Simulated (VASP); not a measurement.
Here is the system:

```xyz
2
Lattice="0.0000 1.8392 1.8392 1.8392 0.0000 1.8392 1.8392 1.8392 0.0000" Properties=species:S:1:pos:R:3 pbc="T T T"
B      0.0000     0.0000     0.0000
N      0.9196     0.9196     0.9196
```

The numbers are results of PBEsol GGA, VASP's PBE PAW potentials (set 64) (plane waves; VASP), not measurements. Settings: 520 eV cut-off, 12×12×12 Γ-centred mesh, Gaussian smearing of 0.050 eV, potentials B N.

### Question
The job: BN (zinc blende), 2 atoms, PBEsol, static run, 520 eV, 12×12×12 Γ-centred mesh. Roughly how much core time does it take on a busy server core?

### Answer
About 6 core-seconds (one run on a shared machine, a rough figure). It had 72 irreducible k-points, 8 bands, up to 347 plane waves and 13 electronic steps.

The compound is BN in the zinc blende structure. This cell is one point of a volume scan, at 1.06 of the reference volume.
